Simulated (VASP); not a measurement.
Data:

```yaml
crystal:
  lattice:
    - [4.44668, 0.00000, 0.00000]
    - [-2.22334, 3.85094, 0.00000]
    - [0.00000, 0.00000, 2.49119]
  atoms:
    - { symbol: Mn, position: [0.00000, 0.00000, 0.00000] }
    - { symbol: Ge, position: [0.33333, 0.66667, 0.50000] }
    - { symbol: Ge, position: [0.66667, 0.33333, 0.50000] }
```

All values below come from PBEsol GGA, VASP's PBE PAW potentials (set 64) (plane waves; VASP). Numerical set-up: 400 eV cut-off, 9×9×14 Γ-centred mesh, tetrahedra with Blöchl corrections, potentials Mn_pv Ge_d.

### Question
Predict the energy per atom (σ→0), band gap (on the k-mesh) with the smallest direct gap where there is one.

### Answer

| Quantity | Result |
|---|---|
| band gap (on the k-mesh) | none (metal, semimetal or under 0.01 eV) |
| energy per atom (σ→0) | -5.968 eV/atom |

Total energies compare only between runs with the same potentials, cut-off and functional.

The structure was generated: MnGe2 was put into the AlB2 type (P6/mmm), which need not be its known phase. It was relaxed first, which changed the volume by -49 %. The run is not spin-polarised, so no magnetic state was tried. The electron count is odd and the run is not spin-polarised, which forces a metal.
